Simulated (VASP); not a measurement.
These are HSE06 screened hybrid, VASP's PBE PAW potentials (set 64) (plane waves; VASP) values and carry that method's errors.

VASP ran on this input.

INCAR:
```
! general
SYSTEM    =  Ge atom
PREC      =  Normal
ENCUT     =  520   ! plane-wave cut-off (eV)
LREAL     =  F
LASPH     =  T   ! aspherical one-centre terms
ISYM      =  0

! electronic loop
EDIFF     =  1E-6   ! SCF stop (eV)
NELM      =  200
ALGO      =  All   ! all-band CG
LMAXMIX   =  4   ! l cut-off of mixed one-centre charges

! smearing
ISMEAR    =  0
SIGMA     =  0.01   ! width (eV)

! functional
GGA       =  PE   ! PBE
LHFCALC   =  T
AEXX      =  0.25
HFSCREEN  =  0.2
PRECFOCK  =  Fast

! spin
ISPIN     =  2   ! spin-polarised
MAGMOM    =  2
NUPDOWN   =  2

! output
LWAVE     =  F
LCHARG    =  F
LORBIT    =  10
```

**POSCAR**
```
Ge atom
1
   12.0000000000     0.0000000000     0.0000000000
    0.0000000000    12.5000000000     0.0000000000
    0.0000000000     0.0000000000    13.0000000000
Ge
1
Direct
  0.0000000000   0.0000000000   0.0000000000
```

KPOINTS:
```
Automatic mesh
0
Gamma
1 1 1
0 0 0
```

POTCAR, in this order: Ge_d (PBE.64 set). Program: vasp_gam. Read from the step before: WAVECAR.

**Question.** What will the output report for the number of irreducible k-points (NKPTS), largest plane-wave count, FFT grid (NGX, NGY, NGZ)?

**Answer.** 
* **number of irreducible k-points (NKPTS)**: 1
* **largest plane-wave count**: 26244
* **FFT grid (NGX, NGY, NGZ)**: 70 × 70 × 80

The cell is a free atom in a box.
